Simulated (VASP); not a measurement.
# VCr2Si2 (Cmcm) in VASP: a series of runs

One crystal, VCr2Si2, is run at these levels: PBE; tasks: single point.

Program: VASP 6.6.1. These are calculated values, not measurements. Logs are shortened: lines on timing, memory, paths and dates and some standing lists are left out, and cuts for length are marked.

### Step 1. The crystal as given

Symmetry: Cmcm, No. 63, orthorhombic system. Conventional cell: a = 3.158 Å, b = 10.272 Å, c = 7.744 Å, α = 90.00°, β = 90.00°, γ = 90.00°. Cr (site symmetry m) has 4 Si at 2.21 to 2.41 Å as nearest neighbours. V (site symmetry m2m) is surrounded by 4 Si at 2.16 to 2.21 Å. Si (site symmetry m2m) has 2 V at 2.21 Å and 4 Cr at 2.41 Å as nearest neighbours. Si (site symmetry 2/m) is surrounded by 2 V at 2.16 Å and 4 Cr at 2.21 Å.

The cell was built by a generator and needn't be a form met in nature.

### Step 2. Single point, PBE

INCAR reads:

```
SYSTEM = VCr2Si2
  PREC = Accurate
  ENCUT = 520
  EDIFF = 1E-6
  ISMEAR = 0
  SIGMA = 0.1595
  LREAL = .FALSE.
  LASPH = .TRUE.
  NELM = 80
  ALGO = Fast
  ISIF = 2
  LWAVE = .FALSE.
  LCHARG = .FALSE.
  GGA = PE
  NBANDS = 56
```

KPOINTS reads:

```
Automatic mesh
0
G
  6 6 3
  0 0 0
```

POSCAR reads:

```
VCr2Si2
1.0
    3.1577990000      0.0000000000      0.0000000000
    1.5789000000     -5.1361260000      0.0000000000
    0.0000000000      0.0000000000     -7.7440210000
Cr V Si
4 2 4
Direct
    0.1420000000      0.7160000000      0.9310000000
    0.8580000000      0.2840000000      0.4310000000
    0.8580000000      0.2840000000      0.0690000000
    0.1420000000      0.7160000000      0.5690000000
    0.4060000000      0.1880000000      0.7500000000
    0.5940000000      0.8120000000      0.2500000000
    0.7550000000      0.4900000000      0.7500000000
    0.2450000000      0.5100000000      0.2500000000
    0.5000000000      0.0000000000      0.0000000000
    0.5000000000      0.0000000000      0.5000000000
```

Potentials or basis: VASP PAW PBE potentials, release 64 (Cr_pv, V_sv, Si).

On the command line:

```
$ cat potpaw_PBE.64/Cr_pv/POTCAR potpaw_PBE.64/V_sv/POTCAR potpaw_PBE.64/Si/POTCAR > POTCAR
$ mpirun -np 1 vasp_std > vasp.out
```

OUTCAR:

```text
SYSTEM = VCr2Si2
   PREC = Accurate
   ENCUT = 520
   EDIFF = 1E-6
   ISMEAR = 0
   LREAL = .FALSE.
   LASPH = .TRUE.
   NELM = 80
   ISIF = 2
   GGA = PE

 ion  position               nearest neighbor table
   1  0.142  0.716  0.931-   9 2.21   9 2.21   7 2.41   7 2.41   8 2.69   4 2.80   3 2.93   3 2.93
                             6 2.97   6 2.97   3 3.11
   2  0.858  0.284  0.431-  10 2.21  10 2.21   8 2.41   8 2.41   7 2.69   3 2.80   4 2.93   4 2.93
                             5 2.97   5 2.97   4 3.11
   3  0.858  0.284  0.069-   9 2.21   9 2.21   8 2.41   8 2.41   7 2.69   2 2.80   1 2.93   1 2.93
                             5 2.97   5 2.97   1 3.11
   4  0.142  0.716  0.569-  10 2.21  10 2.21   7 2.41   7 2.41   8 2.69   1 2.80   2 2.93   2 2.93
                             6 2.97   6 2.97   2 3.11
   5  0.406  0.188  0.750-   9 2.16  10 2.16   7 2.21   7 2.21   3 2.97   2 2.97   2 2.97   3 2.97

   6  0.594  0.812  0.250-   9 2.16  10 2.16   8 2.21   8 2.21   1 2.97   4 2.97   4 2.97   1 2.97

   7  0.755  0.490  0.750-   5 2.21   5 2.21   1 2.41   4 2.41   4 2.41   1 2.41   2 2.69   3 2.69

   8  0.245  0.510  0.250-   6 2.21   6 2.21   2 2.41   3 2.41   2 2.41   3 2.41   1 2.69   4 2.69

   9  0.500  0.000  0.000-   5 2.16   6 2.16   1 2.21   3 2.21   3 2.21   1 2.21
  10  0.500  0.000  0.500-   5 2.16   6 2.16   4 2.21   2 2.21   4 2.21   2 2.21

  LATTYP: Found a base centered orthorhombic cell.
 ALAT       =     3.1577990000
 B/A-ratio  =     3.2529784195
 C/A-ratio  =     2.4523476637

  Lattice vectors:

 A1 = (   1.5788990000,   5.1361260000,   0.0000000000)
 A2 = (   1.5789000000,  -5.1361260000,   0.0000000000)
 A3 = (   0.0000000000,   0.0000000000,  -7.7440210000)

Analysis of symmetry for initial positions (statically):
=====================================================================
 Subroutine PRICEL returns:
 Original cell was already a primitive cell.

 Routine SETGRP: Setting up the symmetry group for a
 base centered orthorhombic supercell.

 Subroutine GETGRP returns: Found  8 space group operations
 (whereof  4 operations were pure point group operations)
 out of a pool of  8 trial point group operations.

The static configuration has the point symmetry C_2h.
 The point group associated with its full space group is D_2h.

Analysis of symmetry for dynamics (positions and initial velocities):
=====================================================================
 Subroutine PRICEL returns:
 Original cell was already a primitive cell.

 Routine SETGRP: Setting up the symmetry group for a
 base centered orthorhombic supercell.

 Subroutine GETGRP returns: Found  8 space group operations
 (whereof  4 operations were pure point group operations)
 out of a pool of  8 trial point group operations.

The dynamic configuration has the point symmetry C_2h.
 The point group associated with its full space group is D_2h.

 Subroutine INISYM returns: Found  8 space group operations
 (whereof  4 operations are pure point group operations),
 and found     1 'primitive' translations

----------------------------------------------------------------------------------------

                                     Primitive cell

  volume of cell :     125.5991

  direct lattice vectors                    reciprocal lattice vectors
     3.157799000  0.000000000  0.000000000     0.316676267  0.097349668  0.000000000
     1.578900000 -5.136126000  0.000000000     0.000000000 -0.194699273  0.000000000
     0.000000000  0.000000000 -7.744021000     0.000000000  0.000000000 -0.129131881

  length of vectors
     3.157799000  5.373333742  7.744021000     0.331301699  0.194699273  0.129131881

  position of ions in fractional coordinates (direct lattice)
     0.142000000  0.716000000  0.931000000
     0.858000000  0.284000000  0.431000000
     0.858000000  0.284000000  0.069000000
     0.142000000  0.716000000  0.569000000
     0.406000000  0.188000000  0.750000000
     0.594000000  0.812000000  0.250000000
     0.755000000  0.490000000  0.750000000
     0.245000000  0.510000000  0.250000000
     0.500000000  0.000000000  0.000000000
     0.500000000  0.000000000  0.500000000

  ion indices of the primitive-cell ions
   primitive index   ion index
                 1           1
                 2           2
                 3           3
                 4           4
                 5           5
                 6           6
                 7           7
                 8           8
                 9           9
                10          10

----------------------------------------------------------------------------------------

 KPOINTS: Automatic mesh

Automatic generation of k-mesh.
 Grid dimensions read from file:
 generate k-points for:    6    6    3

 Generating k-lattice:

  Cartesian coordinates                     Fractional coordinates (reciprocal lattice)
     0.052779378  0.016224945  0.000000000     0.166666667  0.000000000  0.000000000
     0.000000000 -0.032449879  0.000000000     0.000000000  0.166666667  0.000000000
     0.000000000  0.000000000 -0.043043960     0.000000000  0.000000000  0.333333333

  Length of vectors
     0.055216950  0.032449879  0.043043960

  Shift w.r.t. Gamma in fractional coordinates (k-lattice)
     0.000000000  0.000000000  0.000000000

 Subroutine IBZKPT returns following result:
 ===========================================

 Found     26 irreducible k-points:

 Following reciprocal coordinates:
            Coordinates               Weight
  0.000000  0.000000  0.000000      1.000000
  0.166667  0.000000  0.000000      4.000000
  0.333333  0.000000  0.000000      4.000000
  0.500000  0.000000  0.000000      2.000000
  0.000000  0.166667  0.000000      2.000000
  0.333333  0.166667  0.000000      2.000000
[... 16 lines left out ...]
  0.000000  0.333333  0.333333      4.000000
 -0.333333  0.333333  0.333333      4.000000
 [... further k-points ...]
   k-points           NKPTS =     26   k-points in BZ     NKDIM =     26   number of bands    NBANDS=     56
   number of dos      NEDOS =    301   number of ions     NIONS =     10
   total plane-waves  NPLWV =  57600
   dimension x,y,z NGX =    24 NGY =   40 NGZ =   60
   dimension x,y,z NGXF=    48 NGYF=   80 NGZF=  120
   ions per type =               4   2   4
   NGX,Y,Z   is equivalent  to a cutoff of  12.64, 12.38, 12.88 a.u.
   NGXF,Y,Z  is equivalent  to a cutoff of  25.27, 24.75, 25.76 a.u.
 SYSTEM =  VCr2Si2
   PREC   = accura    normal or accurate (medium, high low for compatibility)
   ISTART =      0    job   : 0-new  1-cont  2-samecut
   ICHARG =      2    charge: 1-file 2-atom 10-const
   ISPIN  =      1    spin polarized calculation?
   LNONCOLLINEAR =      F non collinear calculations
   LSORBIT =      F    spin-orbit coupling
   LASPH  =      T    aspherical Exc in radial PAW
   ENCUT  =  520.0 eV  38.22 Ry    6.18 a.u.   5.87  9.99 14.40*2*pi/ulx,y,z
   NELM   =     80;   NELMIN=  2; NELMDL= -5     # of ELM steps
   EDIFF  = 0.1E-05   stopping-criterion for ELM
   LREAL  =      F    real-space projection
   EDIFFG = 0.1E-04   stopping-criterion for IOM
   NSW    =      0    number of steps for IOM
   IBRION =     -1    ionic relax: 0-MD 1-quasi-New 2-CG
   NFREE  =      0    steps in history (QN), initial steepest desc. (CG)
   ISIF   =      2    stress and relaxation
   ISYM   =      2    0-nonsym 1-usesym 2-fastsym
   POTIM  = 0.5000    time-step for ionic-motion
   TEBEG  =    0.0;   TEEND  =   0.0 temperature during run
   PSTRESS=    0.0 pullay stress
   NELECT =      90.0000    total number of electrons
   NUPDOWN=      -1.0000    fix difference up-down
   EMIN   =  10.00;   EMAX   =-10.00  energy-range for DOS
   EFERMI =   0.00;   METHOD = LEGACY
   ISMEAR =     0;   SIGMA  =   0.16  broadening in eV -4-tet -1-fermi 0-gaus
   EFERMI_NEDOS =   21; number of points for ismear=-14 and -15
   IALGO  =     68    algorithm
   IMIX   =      4    mixing-type and parameters
     AMIX     =   0.40;   BMIX     =  1.00
     AMIX_MAG =   1.60;   BMIX_MAG =  1.00
  volume/ion in A,a.u.               =      12.56        84.76
  Fermi-wavevector in a.u.,A,eV,Ry     =   1.464963  2.768379 29.199705  2.146118
  Thomas-Fermi vector in A             =   2.580877
   LORBIT       =      0    0 simple, 1 ext, 2 COOP (PROOUT), +10 PAW based schemes
   GGA     = PE    functional components
   LHFCALC =     F    Hartree Fock is set to
   AEXX    =    0.0000 exact exchange contribution
   IVDW    =     0    specifies the selected vdW correction
   LEPSILON=     F    determine dielectric tensor
   LRPA    =     F    only Hartree local field effects (RPA)
 non-spin polarized calculation
 RMM-DIIS sequential band-by-band and
 Gauss-broadening in eV      SIGMA  =   0.16
  energy-cutoff  :      520.00
  volume of cell :      125.60
 maximum number of plane-waves:      3398
   NGX = 11   NGY = 19   NGZ = 29

 number of electron      90.0000000 magnetization

 Free energy of the ion-electron system (eV)
  ---------------------------------------------------
  ext. energy  EPLUGINS =         0.00000000
  ---------------------------------------------------
  free energy    TOTEN  =       -74.24890838 eV

  energy without entropy =      -74.09861997  energy(sigma->0) =      -74.17376418

 E-fermi :  10.4782     XC(G=0): -12.5095

 val. band max:       10.4736249776   @ k =   0.0000   0.1667   0.0000
 cond. band min:      10.4875081179   @ k =   0.5000   0.0000   0.3333
 fundamental gap:      0.0138831403
 Fermi energy:        10.4782208794

 k-point     1 :       0.0000    0.0000    0.0000
  band No.  band energies     occupation
      1     -53.3147      2.00000
      2     -53.3141      2.00000
      3     -32.6413      2.00000
      4     -32.6189      2.00000
      5     -32.5879      2.00000
      6     -32.5452      2.00000
[... 48 lines left out ...]
     55      12.0630      0.00000
     56      12.1153      0.00000

 k-point     2 :       0.1667    0.0000    0.0000
  band No.  band energies     occupation
      1     -53.3126      2.00000
      2     -53.3120      2.00000
      3     -32.6370      2.00000
      4     -32.6136      2.00000
      5     -32.5873      2.00000
      6     -32.5499      2.00000
[... 1291 lines left out ...]
  band No.  band energies     occupation
      1     -53.3081      2.00000
      2     -53.3078      2.00000
      3     -32.6196      2.00000
      4     -32.6083      2.00000
      5     -32.5858      2.00000
      6     -32.5787      2.00000
[... 48 lines left out ...]
     55      11.8499      0.00000
     56      12.0423      0.00000

 [... further k-points ...]
[... 5 lines left out ...]
  --------------------------------------------------------------------------------------
  -------------------------------------------------------------------------------------
  Total       17.8967098     13.7167114     14.2357183     -0.0000013     -0.0000000      0.0000000
  in kB      228.2953701    174.9741568    181.5947523     -0.0000170     -0.0000000      0.0000000
  external PRESSURE =     194.9547597 kB  Pullay stress =       0.0000000 kB

 VOLUME and BASIS-vectors are now :
 -----------------------------------------------------------------------------
  energy-cutoff  :      520.00
  volume of cell :      125.60
      direct lattice vectors                 reciprocal lattice vectors
     3.157799000  0.000000000  0.000000000     0.316676267  0.097349668  0.000000000
     1.578900000 -5.136126000  0.000000000     0.000000000 -0.194699273  0.000000000
     0.000000000  0.000000000 -7.744021000     0.000000000  0.000000000 -0.129131881

 POSITION                                       TOTAL-FORCE (eV/Angst)
 -----------------------------------------------------------------------------------
      1.57890     -3.67747     -7.20968        -0.000000      1.171793     -0.164734
      3.15780     -1.45866     -3.33767         0.000000     -1.171793     -0.164734
      3.15780     -1.45866     -0.53434         0.000000     -1.171793      0.164734
      1.57890     -3.67747     -4.40635        -0.000000      1.171793      0.164734
      1.57890     -0.96559     -5.80802        -0.000000      1.056910      0.000000
      3.15780     -4.17053     -1.93601         0.000000     -1.056910     -0.000000
      3.15780     -2.51670     -5.80802         0.000000     -2.595913     -0.000000
      1.57890     -2.61942     -1.93601        -0.000000      2.595913     -0.000000
      1.57890      0.00000      0.00000         0.000000      0.000000     -0.000000
      1.57890      0.00000     -3.87201        -0.000000      0.000000     -0.000000
 -----------------------------------------------------------------------------------
    total drift:                               -0.000000     -0.000000      0.000000

  FREE ENERGIE OF THE ION-ELECTRON SYSTEM (eV)
  ---------------------------------------------------
  free  energy   TOTEN  =       -74.2489083817 eV

  energy  without entropy=      -74.0986199739  energy(sigma->0) =      -74.17376418
```

Run time: 4.8 min. Hardware: 1 thread of Intel Xeon Platinum 8259CL at 2.50GHz (Skylake/Cascade Lake), shared host; peak memory 0.32 GiB.

Results:

```
Free energy            : -74.2489 eV
Pressure               : 19.5 GPa
Largest force          : 2.596 eV/Å
Band gap on the k mesh : none (metal or under the smearing width)
```

Forces in eV/Å, atoms in the order of the input:
```
Cr   0.000  1.172 -0.165
Cr   0.000 -1.172 -0.165
Cr   0.000 -1.172  0.165
Cr   0.000  1.172  0.165
V    0.000  1.057  0.000
V    0.000 -1.057  0.000
Si   0.000 -2.596  0.000
Si   0.000  2.596  0.000
Si   0.000  0.000  0.000
Si   0.000  0.000  0.000
```

Stress tensor (GPa, compression positive):
```
22.83  0.00  0.00
 0.00 17.50  0.00
 0.00  0.00 18.16
```

Caveat: so large a pressure means that the cell lies far from this level's equilibrium, or that cutoff or potentials fall short; forces of over 1 eV/Å show positions far from the minimum, so gaps and moduli don't describe the material at rest. Spin polarisation is off, so any magnetic state and its effect on volume and gap are missing.

(Part 1 of 2 ends here.)
